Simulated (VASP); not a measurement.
Energy against volume of Lu (hcp). All values below come from PBE GGA with D3 dispersion (zero damping), VASP's PBE PAW potentials (set 64) (plane waves; VASP). Numerical set-up: 520 eV cut-off, 12×12×7 Γ-centred mesh, first-order Methfessel-Paxton smearing of 0.10 eV, potentials Lu_3.

Shape and ions are relaxed at each volume.

```json
[
 {"V (Å³/atom)": "26.325", "E (eV/atom)": "-4.75803"},
 {"V (Å³/atom)": "27.165", "E (eV/atom)": "-4.77224"},
 {"V (Å³/atom)": "28.005", "E (eV/atom)": "-4.77746"},
 {"V (Å³/atom)": "28.845", "E (eV/atom)": "-4.77486"}
]
```

Problem. Fit these four points and predict the energy of the run at 29.686 Å³/atom.

Solution. A cubic in V^(−2/3), the third-order Birch-Murnaghan form, passes through the four points with V0 = 28.13 Å³/atom and B0 = 49 GPa, and gives -4.7654 eV/atom there. The run gave -4.7654 eV/atom, +0.0 meV/atom from the fit; all five points give B0 = 49 GPa.

The compound is Lu in the hcp structure. It was relaxed first.
